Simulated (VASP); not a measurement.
Here is the system:

```xyz
3
Lattice="0.0000 3.4069 3.4069 3.4069 0.0000 3.4069 3.4069 3.4069 0.0000" Properties=species:S:1:pos:R:3 pbc="T T T"
Sr     0.0000     0.0000     0.0000
Cl     1.7034     1.7034     1.7034
Cl     5.1103     5.1103     5.1103
```

Level of theory: LDA (Ceperley-Alder, Perdew-Zunger), VASP's LDA PAW potentials (set 64) (plane waves; VASP). Settings: 500 eV cut-off, 6×6×6 Γ-centred mesh, Gaussian smearing of 0.050 eV, potentials Sr_sv Cl.

Energy and stress use the plane-wave basis of the starting cell.

**Question.** The ions, cell shape and volume at an external pressure of 5.0 GPa are relaxed. What does this cell relax into?

**Answer.** 
```xyz
3
Lattice="0.0000 3.3020 3.3020 3.3020 0.0000 3.3020 3.3020 3.3020 0.0000" Properties=species:S:1:pos:R:3 pbc="T T T"
Sr     0.0000     0.0000     0.0000
Cl     1.6510     1.6510     1.6510
Cl     4.9531     4.9531     4.9531
```
Space group Fm-3m (225), at a tolerance of 0.03 Å.

**Question.** How do energy and volume change from the first to the last step?

**Answer.** The energy (σ→0) changes by +33.0 meV/atom and the volume by -8.9 %, in 3 ionic steps.

| step | E(σ→0) (eV) | max force (eV/Å) | pressure (GPa) | volume (Å³) |
|---|---|---|---|---|
| 1 | -14.0778 | 0.000 | -0.11 | 79.09 |
| 2 | -13.8973 | 0.000 | 7.16 | 69.85 |
| 3 | -13.9789 | 0.000 | 5.00 | 72.01 |

The compound is SrCl2 in the fluorite structure. This run relaxes it under an external pressure of 5 GPa. Symmetry was kept, so distortions that lower it aren't found.
